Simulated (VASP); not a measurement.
Crystal: HfIn4SiO6.

```
CELL_PARAMETERS angstrom
2.71585 -4.70357 0.00833
2.71585 4.70357 0.00833
-1.87915 0.00000 7.40127
ATOMIC_POSITIONS crystal
Hf 0.78835 0.21165 0.00000
In 0.62175 0.37825 0.50000
In 0.45502 0.54498 0.00000
In 0.28407 0.71593 0.50000
In 0.95814 0.04186 0.50000
Si 0.12168 0.87832 0.00000
O 0.06219 0.11415 0.86666
O 0.88585 0.93781 0.13334
O 0.79490 0.53784 0.86663
O 0.46216 0.20510 0.13337
O 0.15352 0.62879 0.13333
O 0.37121 0.84648 0.86667
```

The cell was built by a generator and needn't be a form met in nature.

| Property | Result |
| --- | --- |
| Program | VASP 6.6.1 |
| Task | relaxation of cell and atoms |
| Functional | vdW-DF-cx |
| Potentials or basis | VASP PAW PBE potentials, release 64 (Hf_pv, In_d, Si, O) |
| Cutoff | 600 eV |
| k mesh | 6 × 6 × 4 |
| Occupations | fermi-dirac, width 0.05 eV |
| Spin | no spin polarisation |

At the start: pressure -3.9 GPa; volume 15.77 Å³/atom.

Problem. Where does the relaxation end?

Solution. Over 8 steps the energy falls by 9.1 meV/atom and the volume is 15.01 Å³/atom (-4.8 %); space group C2 (No. 5, to 0.05 Å).

The path:
| step | energy change (eV) | largest force (eV/Å) | pressure (GPa) | volume (Å³) |
| --- | --- | --- | --- | --- |
| 1 | 0.0000 | 0.1770 | -3.88 | 189.24 |
| 2 | -0.0172 | 0.6287 | 3.55 | 178.97 |
| 3 | -0.0724 | 0.2725 | -0.12 | 183.64 |
| 4 | -0.0936 | 0.1500 | -0.09 | 182.37 |
| 5 | -0.1054 | 0.1287 | 0.04 | 180.38 |
| 6 | -0.1095 | 0.0353 | 0.02 | 180.04 |
| 7 | -0.1095 | 0.0358 | 0.03 | 180.04 |
| 8 | -0.1097 | 0.0091 | 0.05 | 180.13 |

Final structure:
```
Hf In Si O
1.0
     2.69223   -4.65691    0.00767
     2.69223    4.65691    0.00767
    -1.86387    0.00000    7.17831
Hf In Si O
1 4 1 6
Direct
  0.78825 0.21175 0.00000
  0.62156 0.37844 0.50000
  0.45500 0.54500 0.00000
  0.28459 0.71541 0.50000
  0.95783 0.04217 0.50000
  0.12165 0.87835 0.00000
  0.06006 0.11282 0.86298
  0.88718 0.93994 0.13702
  0.79376 0.53582 0.86286
  0.46418 0.20624 0.13714
  0.15418 0.62940 0.13707
  0.37060 0.84582 0.86293
```

Caveat: the PAW data sets were made with another functional, which shifts forces and pressure a little.
